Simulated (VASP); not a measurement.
The system is BaZrO3.

```
Ba Zr O
1.0
     4.23495    0.00000    0.00000
     0.00000    4.23495    0.00000
     0.00000    0.00000    4.23495
Ba Zr O
1 1 3
Cartesian
  0.0000 0.0000 0.0000
  2.1175 2.1175 2.1175
  2.1175 2.1175 0.0000
  0.0000 2.1175 2.1175
  2.1175 0.0000 2.1175
```

The cell was built by a generator and needn't be a form met in nature.

Base run:

```yaml
Program: VASP 6.6.1
Functional: PBE
Potentials_or_basis: VASP PAW PBE potentials, release 64 (Ba_sv, Zr_sv, O)
Cutoff: 520 eV
k_mesh: 6 × 6 × 6
Occupations: gaussian, width 0.02 eV
Spin: no spin polarisation
```

Its results: band gap on the k mesh 3.12 eV, indirect (least direct gap 3.38 eV).

**Question.** The run is repeated on the same cell with these changes: functional from PBE to r2SCAN. What comes out?

**Answer.** Band gap on the k mesh 3.62 eV, indirect (least direct gap 3.90 eV).

r2SCAN gives the wider gap, since meta-GGAs in the generalised Kohn-Sham scheme recover part of the derivative discontinuity.

Caveats: spin-orbit coupling is left out, which moves the levels of the heavy elements.
